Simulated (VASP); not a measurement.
# V in VASP: settings compared, part 2 of 3

VASP 6.6.1.

### 4 Work function, PBEsol, collinear spin, ferromagnetic start

Input file INCAR:

```
SYSTEM = V
PREC     = Accurate       ! precision mode
ENCUT    = 520            ! plane-wave cutoff, eV
EDIFF    = 1E-6           ! SCF threshold, eV
ISMEAR   = -1             ! smearing method
SIGMA    = 0.05           ! smearing width, eV
LREAL    = .False.        ! projectors in reciprocal space
LASPH    = .True.         ! aspherical terms in the spheres
NELM     = 150            ! most SCF steps
ALGO     = Fast           ! electronic algorithm
ISIF     = 2              ! what is computed and relaxed
LWAVE    = .False.        ! write WAVECAR
LCHARG   = .True.         ! write CHGCAR
ISPIN    = 2              ! spin polarisation
MAGMOM   = 2 2 2 2 2 2 2 2 ! initial moments
LORBIT   = 11             ! projections on sites
LMAXMIX  = 4              ! l up to which the mixer works
LDIPOL   = .True.       
IDIPOL   = 3            
DIPOL    = 0.5 0.5 0.500
GGA      = PS             ! functional
LELF     = .True.         ! ELF
LVHAR    = .True.       
LVACPOTAV= .True.
```

Input file KPOINTS:

```
Automatic mesh
0
Gamma
  7 7 1
  0 0 0
```

Input file POSCAR:

```
V
1.0
    3.0260000000      0.0000000000      0.0000000000
    0.0000000000      3.0260000000      0.0000000000
    0.0000000000      0.0000000000     25.5910000000
V
8
Direct
    0.5000000000      0.5000000000      0.2930717830
    0.0000000000      0.0000000000      0.3521941307
    0.5000000000      0.5000000000      0.4113164784
    0.0000000000      0.0000000000      0.4704388261
    0.5000000000      0.5000000000      0.5295611739
    0.0000000000      0.0000000000      0.5886835216
    0.5000000000      0.5000000000      0.6478058693
    0.0000000000      0.0000000000      0.7069282170
```

Potentials or basis: VASP PAW PBE potentials, release 64 (V_sv).

Started as:

```bash
cat potpaw_PBE.64/V_sv/POTCAR > POTCAR
mpirun -np 1 vasp_std > vasp.out
```

OUTCAR:

```text
SYSTEM = V
   PREC = Accurate
   ENCUT = 520
   EDIFF = 1E-6
   ISMEAR = -1
   LREAL = .False.
   LASPH = .True.
   NELM = 150
   ISIF = 2
   ISPIN = 2
   LORBIT = 11
   GGA = PS

 ion  position               nearest neighbor table
   1  0.500  0.500  0.293-   2 2.62   2 2.62   2 2.62   2 2.62
   2  0.000  0.000  0.352-   1 2.62   1 2.62   1 2.62   1 2.62   3 2.62   3 2.62   3 2.62   3 2.62

   3  0.500  0.500  0.411-   4 2.62   4 2.62   4 2.62   4 2.62   2 2.62   2 2.62   2 2.62   2 2.62

   4  0.000  0.000  0.470-   3 2.62   3 2.62   3 2.62   3 2.62   5 2.62   5 2.62   5 2.62   5 2.62

   5  0.500  0.500  0.530-   6 2.62   6 2.62   6 2.62   6 2.62   4 2.62   4 2.62   4 2.62   4 2.62

   6  0.000  0.000  0.589-   5 2.62   5 2.62   5 2.62   5 2.62   7 2.62   7 2.62   7 2.62   7 2.62

   7  0.500  0.500  0.648-   8 2.62   8 2.62   8 2.62   8 2.62   6 2.62   6 2.62   6 2.62   6 2.62

   8  0.000  0.000  0.707-   7 2.62   7 2.62   7 2.62   7 2.62

  LATTYP: Found a simple tetragonal cell.
 ALAT       =     3.0260000000
 C/A-ratio  =     8.4570389954

  Lattice vectors:

 A1 = (   3.0260000000,   0.0000000000,   0.0000000000)
 A2 = (   0.0000000000,   3.0260000000,   0.0000000000)
 A3 = (   0.0000000000,   0.0000000000,  25.5910000000)

Analysis of symmetry for initial positions (statically):
=====================================================================
 Subroutine PRICEL returns:
 Original cell was already a primitive cell.

 Routine SETGRP: Setting up the symmetry group for a
 simple tetragonal supercell.

 Subroutine GETGRP returns: Found 16 space group operations
 (whereof  8 operations were pure point group operations)
 out of a pool of 16 trial point group operations.

The static configuration has the point symmetry C_4v.
 The point group associated with its full space group is D_4h.

[... 196 lines left out ...]
      5     -60.9423      1.00000
      6     -60.8857      1.00000
[... 659 lines left out ...]
     63       4.8804      0.00000
     64       4.9023      0.00000
 Fermi energy:         2.4934901271

 spin component 2

 k-point     1 :       0.0000    0.0000    0.0000
  band No.  band energies     occupation
      1     -61.4937      1.00000
      2     -61.4937      1.00000
      3     -61.0717      1.00000
      4     -61.0648      1.00000
      5     -60.9581      1.00000
      6     -60.9040      1.00000
[... 659 lines left out ...]
     63       4.8743      0.00000
     64       4.8934      0.00000
 [bands above 64 left out]

------------------------ aborting loop because EDIFF is reached ----------------------------------------

  FORCE on cell =-STRESS in cart. coord.  units (eV):
  Direction    XX          YY          ZZ          XY          YZ          ZX
  --------------------------------------------------------------------------------------
  -------------------------------------------------------------------------------------
  Total      -12.7005957    -12.7005957    -10.0305501      0.0000000      0.0000000      0.0000000
  in kB      -86.8379512    -86.8379512    -68.5820129      0.0000000      0.0000000      0.0000000
  external PRESSURE =     -80.7526384 kB  Pullay stress =       0.0000000 kB

 VOLUME and BASIS-vectors are now :
 -----------------------------------------------------------------------------
  energy-cutoff  :      520.00
  volume of cell :      234.33
      direct lattice vectors                 reciprocal lattice vectors
     3.026000000  0.000000000  0.000000000     0.330469266  0.000000000  0.000000000
     0.000000000  3.026000000  0.000000000     0.000000000  0.330469266  0.000000000
     0.000000000  0.000000000 25.591000000     0.000000000  0.000000000  0.039076238

 POSITION                                       TOTAL-FORCE (eV/Angst)
 -----------------------------------------------------------------------------------
      1.51300      1.51300      7.50000        -0.000000     -0.000000      1.585103
      0.00000      0.00000      9.01300        -0.000000      0.000000     -0.751448
      1.51300      1.51300     10.52600        -0.000000     -0.000000     -0.291458
      0.00000      0.00000     12.03900        -0.000000      0.000000      0.170284
      1.51300      1.51300     13.55200        -0.000000     -0.000000     -0.170284
      0.00000      0.00000     15.06500        -0.000000      0.000000      0.291458
      1.51300      1.51300     16.57800         0.000000      0.000000      0.751448
      0.00000      0.00000     18.09100        -0.000000      0.000000     -1.585103
 -----------------------------------------------------------------------------------
    total drift:                                0.000000     -0.000000      0.000000

  FREE ENERGIE OF THE ION-ELECTRON SYSTEM (eV)
  ---------------------------------------------------
  free  energy   TOTEN  =       -73.4740048908 eV

  energy  without entropy=      -73.3858864108  energy(sigma->0) =      -73.42994565

 vacuum level on the upper side and lower side of the slab         6.434         6.434

 total charge

# of ion       s       p       d       tot
------------------------------------------
    1        2.311   6.106   2.990  11.407
    2        2.335   6.214   3.045  11.594
    3        2.332   6.216   3.056  11.605
    4        2.335   6.213   3.062  11.610
    5        2.335   6.213   3.062  11.610
    6        2.332   6.216   3.056  11.605
    7        2.335   6.214   3.045  11.594
    8        2.311   6.106   2.990  11.407
--------------------------------------------------
tot         18.625  49.497  24.308  92.431

 magnetization (x)

# of ion       s       p       d       tot
------------------------------------------
    1        0.001   0.000   0.079   0.081
    2       -0.000  -0.001  -0.032  -0.033
    3       -0.000  -0.001  -0.016  -0.018
    4       -0.000  -0.001  -0.008  -0.009
    5       -0.000  -0.001  -0.008  -0.009
    6       -0.000  -0.001  -0.016  -0.018
    7       -0.000  -0.001  -0.032  -0.033
    8        0.001   0.000   0.079   0.081
--------------------------------------------------
tot          0.001  -0.005   0.046   0.042
```

OSZICAR:

```text
N       E                     dE             d eps       ncg     rms          rms(c)
DAV:   1     0.162183577805E+04    0.16218E+04   -0.65061E+04  3048   0.152E+03
DAV:   2    -0.150372533903E+02   -0.16369E+04   -0.16003E+04  2836   0.537E+02
DAV:   3    -0.851376639091E+02   -0.70100E+02   -0.67469E+02  3770   0.135E+02
[... 12 lines left out ...]
RMM:  64    -0.734739824737E+02   -0.90295E-05   -0.35303E-05  3432   0.127E-02    0.621E-03
RMM:  65    -0.734739958004E+02   -0.13327E-04   -0.27361E-04  3836   0.305E-02    0.560E-03
RMM:  66    -0.734740024797E+02   -0.66793E-05   -0.66369E-05  3612   0.144E-02    0.273E-03
RMM:  67    -0.734740037686E+02   -0.12889E-05   -0.10517E-05  3024   0.620E-03    0.368E-03
RMM:  68    -0.734740052582E+02   -0.14895E-05   -0.11774E-05  3106   0.550E-03    0.451E-03
RMM:  69    -0.734740048908E+02    0.36731E-06   -0.11574E-06  2127   0.278E-03
   1 F= -.73474005E+02 E0= -.73429946E+02  d E =-.881185E-01  mag=     0.0633
```

Wall time 19 min (1 thread of Intel Xeon Platinum 8488C (Sapphire Rapids), shared host); peak memory 0.53 GiB.

Results:

| Item | Value |
| --- | --- |
| Free energy | -73.4740 eV |
| Largest force | 1.585 eV/Å |
| Band gap on the k mesh | none (metal or under the smearing width) |
| Net moment | 0.06 μB per cell |
| Site moments | V +0.08, -0.03, -0.02, -0.01 μB |
| Valence electrons inside the program's atomic spheres | V 11.41, 11.59, 11.61 |
| Work function of the upper face | 3.94 eV |
| Work function of the lower face | 3.94 eV |

Forces on the atoms (eV/Å):
```
V    0.000  0.000  1.585
V    0.000  0.000 -0.751
V    0.000  0.000 -0.291
V    0.000  0.000  0.170
V    0.000  0.000 -0.170
V    0.000  0.000  0.291
V    0.000  0.000  0.751
V    0.000  0.000 -1.585
```

Caveat: the PAW data sets were made with another functional, which shifts forces and pressure a little.

### 5 Work function, RPBE, collinear spin, ferromagnetic start

INCAR: that of step 4 with these lines changed.

```diff
@@ -20,3 +20,3 @@
 DIPOL    = 0.5 0.5 0.500
-GGA      = PS             ! functional
+GGA      = RP             ! functional
 LELF     = .True.         ! ELF
```

KPOINTS is that of step 4.

POSCAR is that of step 4.

Potentials or basis: VASP PAW PBE potentials, release 64 (V_sv).

Started as:

```bash
cat potpaw_PBE.64/V_sv/POTCAR > POTCAR
mpirun -np 1 vasp_std > vasp.out
```

OUTCAR:

```text
SYSTEM = V
   PREC = Accurate
   ENCUT = 520
   EDIFF = 1E-6
   ISMEAR = -1
   LREAL = .False.
   LASPH = .True.
   NELM = 150
   ISIF = 2
   ISPIN = 2
   LORBIT = 11
   GGA = RP

 ion  position               nearest neighbor table
   1  0.500  0.500  0.293-   2 2.62   2 2.62   2 2.62   2 2.62
   2  0.000  0.000  0.352-   1 2.62   1 2.62   1 2.62   1 2.62   3 2.62   3 2.62   3 2.62   3 2.62

   3  0.500  0.500  0.411-   4 2.62   4 2.62   4 2.62   4 2.62   2 2.62   2 2.62   2 2.62   2 2.62

   4  0.000  0.000  0.470-   3 2.62   3 2.62   3 2.62   3 2.62   5 2.62   5 2.62   5 2.62   5 2.62

   5  0.500  0.500  0.530-   6 2.62   6 2.62   6 2.62   6 2.62   4 2.62   4 2.62   4 2.62   4 2.62

   6  0.000  0.000  0.589-   5 2.62   5 2.62   5 2.62   5 2.62   7 2.62   7 2.62   7 2.62   7 2.62

   7  0.500  0.500  0.648-   8 2.62   8 2.62   8 2.62   8 2.62   6 2.62   6 2.62   6 2.62   6 2.62

   8  0.000  0.000  0.707-   7 2.62   7 2.62   7 2.62   7 2.62

  LATTYP: Found a simple tetragonal cell.
 ALAT       =     3.0260000000
 C/A-ratio  =     8.4570389954

  Lattice vectors:

[... 1564 lines left out ...]
 -----------------------------------------------------------------------------
  energy-cutoff  :      520.00
  volume of cell :      234.33
      direct lattice vectors                 reciprocal lattice vectors
     3.026000000  0.000000000  0.000000000     0.330469266  0.000000000  0.000000000
     0.000000000  3.026000000  0.000000000     0.000000000  0.330469266  0.000000000
     0.000000000  0.000000000 25.591000000     0.000000000  0.000000000  0.039076238

 POSITION                                       TOTAL-FORCE (eV/Angst)
 -----------------------------------------------------------------------------------
      1.51300      1.51300      7.50000         0.000000      0.000000      0.879065
      0.00000      0.00000      9.01300         0.000000      0.000000     -0.717743
      1.51300      1.51300     10.52600         0.000000     -0.000000     -0.236632
      0.00000      0.00000     12.03900         0.000000      0.000000      0.149425
      1.51300      1.51300     13.55200        -0.000000     -0.000000     -0.149425
      0.00000      0.00000     15.06500         0.000000      0.000000      0.236632
      1.51300      1.51300     16.57800        -0.000000     -0.000000      0.717743
      0.00000      0.00000     18.09100        -0.000000     -0.000000     -0.879065
 -----------------------------------------------------------------------------------
    total drift:                                0.000000     -0.000000      0.000000

  FREE ENERGIE OF THE ION-ELECTRON SYSTEM (eV)
  ---------------------------------------------------
  free  energy   TOTEN  =       -65.4296749763 eV

  energy  without entropy=      -65.3286496386  energy(sigma->0) =      -65.37916231

 vacuum level on the upper side and lower side of the slab         6.348         6.348

 total charge

# of ion       s       p       d       tot
------------------------------------------
    1        2.306   6.106   2.993  11.405
    2        2.331   6.212   3.039  11.581
    3        2.329   6.215   3.047  11.591
    4        2.332   6.213   3.050  11.594
    5        2.332   6.213   3.050  11.594
    6        2.329   6.215   3.047  11.591
    7        2.331   6.212   3.039  11.581
    8        2.306   6.106   2.993  11.405
--------------------------------------------------
tot         18.594  49.492  24.256  92.343

 magnetization (x)

# of ion       s       p       d       tot
------------------------------------------
    1        0.011  -0.001   0.792   0.802
    2       -0.005  -0.010  -0.294  -0.309
    3       -0.002  -0.009  -0.156  -0.167
    4       -0.001  -0.005  -0.049  -0.054
    5       -0.001  -0.005  -0.049  -0.054
    6       -0.002  -0.009  -0.156  -0.167
    7       -0.005  -0.010  -0.294  -0.309
    8        0.011  -0.001   0.792   0.802
--------------------------------------------------
tot          0.006  -0.049   0.587   0.543
```

It took 15 min on 1 thread of Intel Xeon Platinum 8488C (Sapphire Rapids), shared host; peak memory 0.53 GiB.

What came out:

* Free energy: -65.4297 eV
* Largest force: 0.879 eV/Å
* Band gap on the k mesh: none (metal or under the smearing width)
* Net moment: 0.64 μB per cell
* Site moments: V +0.80, -0.31, -0.17, -0.05 μB
* Valence electrons inside the program's atomic spheres: V 11.40, 11.58, 11.59
* Work function of the upper face: 3.54 eV
* Work function of the lower face: 3.54 eV

Forces in eV/Å, atoms in the order of the input:
```
V    0.000  0.000  0.879
V    0.000  0.000 -0.718
V    0.000  0.000 -0.237
V    0.000  0.000  0.149
V    0.000  0.000 -0.149
V    0.000  0.000  0.237
V    0.000  0.000  0.718
V    0.000  0.000 -0.879
```

Levels at points of the mesh, in eV from the Fermi level:
Spin up:
| k point | band 47 | band 48 | band 49 | band 50 | band 51 | band 52 | band 53 | band 54 | band 55 | band 56 |
| --- | --- | --- | --- | --- | --- | --- | --- | --- | --- | --- |
| (0.00, 0.00, 0.00) | -0.28 | 0.16 | 0.16 | 0.16 | 0.16 | 0.45 | 0.45 | 0.47 | 0.57 | 0.57 |
Spin down:
| k point | band 49 | band 50 | band 51 | band 52 | band 53 | band 54 |
| --- | --- | --- | --- | --- | --- | --- |
| (0.00, 0.00, 0.00) | 0.29 | 0.35 | 0.35 | 0.39 | 0.42 | 0.42 |

Caveat: the PAW data sets were made with another functional, which shifts forces and pressure a little.

(Continued in part 3 of 3.)
